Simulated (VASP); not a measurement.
These are PBE GGA, VASP's PBE PAW potentials (set 64) (plane waves; VASP) values and carry that method's errors.

VASP ran on this input.

### INCAR
```
SYSTEM = GaAs
PREC = Accurate
ENCUT = 400
EDIFF = 1E-6
NELM = 100
ALGO = Normal
LREAL = .FALSE.
LASPH = .TRUE.
ISMEAR = 0
SIGMA = 0.05
GGA = PE
LMAXMIX = 4
LWAVE = .FALSE.
LCHARG = .FALSE.
ISIF = 2
NBANDS = 10
```

KPOINTS:
```
Automatic mesh
0
Gamma
7 7 7
0 0 0
```

**POSCAR**
```
GaAs
1
    0.0000000000     2.8250000000     2.8250000000
    2.8250000000     0.0000000000     2.8250000000
    2.8250000000     2.8250000000     0.0000000000
Ga As
1 1
Direct
  0.0000000000   0.0000000000   0.0000000000
  0.2500000000   0.2500000000   0.2500000000
```

POTCAR, in this order: Ga_d As (PBE.64 set). Program: vasp_std.

The run wrote:

### OSZICAR
```
       N       E                     dE             d eps       ncg     rms          rms(c)
DAV:   1     0.681372945573E+02    0.68137E+02   -0.84903E+03   400   0.215E+03
DAV:   2    -0.233445098320E+01   -0.70472E+02   -0.69356E+02   414   0.291E+02
DAV:   3    -0.821215683206E+01   -0.58777E+01   -0.57522E+01   496   0.773E+01
DAV:   4    -0.839341608819E+01   -0.18126E+00   -0.18077E+00   474   0.124E+01
DAV:   5    -0.839987984080E+01   -0.64638E-02   -0.64620E-02   526   0.163E+00    0.292E+00
DAV:   6    -0.825623801343E+01    0.14364E+00   -0.34856E-01   612   0.126E+01    0.176E+00
DAV:   7    -0.823690817957E+01    0.19330E-01   -0.99638E-02   496   0.283E+00    0.572E-01
DAV:   8    -0.823760400303E+01   -0.69582E-03   -0.11849E-02   452   0.199E+00    0.101E-01
DAV:   9    -0.823797777952E+01   -0.37378E-03   -0.12994E-03   474   0.640E-01    0.540E-02
DAV:  10    -0.823803703255E+01   -0.59253E-04   -0.85107E-05   536   0.136E-01    0.299E-02
DAV:  11    -0.823809536750E+01   -0.58335E-04   -0.96226E-05   418   0.829E-02    0.490E-03
DAV:  12    -0.823809592986E+01   -0.56236E-06   -0.77306E-07   310   0.116E-02
   1 F= -.82380959E+01 E0= -.82380959E+01  d E =-.449130E-11
```

OUTCAR:
```
------------------------ aborting loop because EDIFF is reached ----------------------------------------
  FORCE on cell =-STRESS in cart. coord.  units (eV):
  Direction    XX          YY          ZZ          XY          YZ          ZX
  --------------------------------------------------------------------------------------
  Total        0.9568701      0.9568701      0.9568701     -0.0000000      0.0000000      0.0000000
  in kB       33.9999447     33.9999447     33.9999447     -0.0000000      0.0000000      0.0000000
  external PRESSURE =      33.9999447 kB  Pullay stress =       0.0000000 kB
  volume of cell :       45.09
      direct lattice vectors                 reciprocal lattice vectors
     0.000000000  2.825000000  2.825000000    -0.176991150  0.176991150  0.176991150
     2.825000000  0.000000000  2.825000000     0.176991150 -0.176991150  0.176991150
     2.825000000  2.825000000  0.000000000     0.176991150  0.176991150 -0.176991150
  FREE ENERGIE OF THE ION-ELECTRON SYSTEM (eV)
  ---------------------------------------------------
  free  energy   TOTEN  =        -8.2380959299 eV

  energy  without entropy=       -8.2380959299  energy(sigma->0) =       -8.23809593
```
(Selected blocks of OUTCAR.)

**OUTCAR**
```
 val. band max:        3.9535220659   @ k =   0.0000   0.0000   0.0000

 cond. band min:       4.4873543599   @ k =   0.0000   0.0000   0.0000


 Fermi energy:         4.1646001126

 k-point     1 :       0.0000    0.0000    0.0000
  band No.  band energies     occupation
      1     -10.8611      2.00000
      2     -10.8611      2.00000
      3     -10.8611      2.00000
      4     -10.7816      2.00000
      5     -10.7816      2.00000
      6      -8.7865      2.00000
      7       3.9535      2.00000
      8       3.9535      2.00000
      9       3.9535      2.00000
     10       4.4874      0.00000

 k-point     2 :       0.1429    0.0000    0.0000
  band No.  band energies     occupation
      1     -10.8782      2.00000
      2     -10.8563      2.00000
      3     -10.8563      2.00000
      4     -10.7814      2.00000
      5     -10.7814      2.00000
      6      -8.5485      2.00000
      7       1.6687      2.00000
      8       3.6560      2.00000
      9       3.6560      2.00000
     10       5.5909      0.00000

 k-point     3 :       0.2857    0.0000    0.0000
  band No.  band energies     occupation
      1     -10.9127      2.00000
      2     -10.8474      2.00000
      3     -10.8474      2.00000
      4     -10.7804      2.00000
      5     -10.7804      2.00000
      6      -7.9017      2.00000
      7      -0.7520      2.00000
      8       3.1571      2.00000
      9       3.1571      2.00000
     10       5.3035      0.00000

 k-point     4 :       0.4286    0.0000    0.0000
  band No.  band energies     occupation
      1     -10.9372      2.00000
      2     -10.8419      2.00000
      3     -10.8419      2.00000
      4     -10.7778      2.00000
      5     -10.7778      2.00000
      6      -7.1588      2.00000
      7      -2.4342      2.00000
      8       2.8488      2.00000
      9       2.8488      2.00000
     10       4.9982      0.00000

 k-point     5 :       0.1429    0.1429    0.0000
...
```

The compound is GaAs in the zinc blende structure. The cell was not relaxed at this level. The run is one of a series of settings (NBANDS = 10 against the base run), some of them coarse on purpose.
